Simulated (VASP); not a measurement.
Given:

```
CELL_PARAMETERS angstrom
      5.21299     0.00000     0.00000
     -2.60649     4.51458     0.00000
      0.00000     0.00000     4.16121
ATOMIC_POSITIONS crystal
  Co 0.00000 0.50000 0.00000
  Co 0.50000 0.00000 0.00000
  Co 0.50000 0.50000 0.00000
  Sn 0.66667 0.33333 0.50000
  Sn 0.33333 0.66667 0.50000
  Sn 0.00000 0.00000 0.00000
```

Computed with PBE GGA, VASP's PBE PAW potentials (set 64) (plane waves; VASP). Settings: 300 eV cut-off, 5×5×6 Γ-centred mesh, Fermi-Dirac smearing of 0.10 eV, potentials Co Sn_d.

At this cut-off the stress carries a Pulay error, which pulls relaxed volumes low. Energy and stress use the plane-wave basis of the starting cell.

**Question.** The ions, cell shape and volume are relaxed. Predict the relaxed structure.

**Answer.** 
```
CELL_PARAMETERS angstrom
      5.28228     0.00000     0.00000
     -2.64114     4.57459     0.00000
      0.00000     0.00000     4.24619
ATOMIC_POSITIONS crystal
  Co 0.00000 0.50000 0.00000
  Co 0.50000 0.00000 0.00000
  Co 0.50000 0.50000 0.00000
  Sn 0.66667 0.33333 0.50000
  Sn 0.33333 0.66667 0.50000
  Sn 0.00000 0.00000 0.00000
```
Space group P6/mmm (191), at a tolerance of 0.03 Å.

**Question.** How do energy and volume change from the first to the last step?

**Answer.** The energy (σ→0) changes by -14.8 meV/atom and the volume by +4.8 %, in 11 ionic steps.

```csv
step,E(σ→0) (eV),max force (eV/Å),pressure (GPa),volume (Å³)
1,-33.1272,0.000,6.69,97.93
2,-33.1103,0.000,-5.77,107.91
3,-33.2164,0.000,-0.06,102.65
4,-33.2164,0.000,0.04,102.55
5,-33.2161,0.000,0.12,102.53
6,-33.2160,0.000,0.11,102.53
7,-33.2160,0.000,-0.08,102.53
8,-33.2159,0.000,0.10,102.53
9,-33.2160,0.000,0.25,102.53
10,-33.2146,0.000,-0.43,102.89
11,-33.2158,0.000,0.06,102.61
```

The structure comes from a computed database's CoSn entry; how it stands against other phases isn't given here. This run relaxes it. Symmetry was kept, so distortions that lower it aren't found. The run is one of a series of settings (EDIFFG = -0.01, IBRION = 2, ISIF = 3, NSW = 50 against the base run), some of them coarse on purpose. The run is not spin-polarised, so no magnetic state was tried. The electron count is odd and the run is not spin-polarised, which forces a metal.
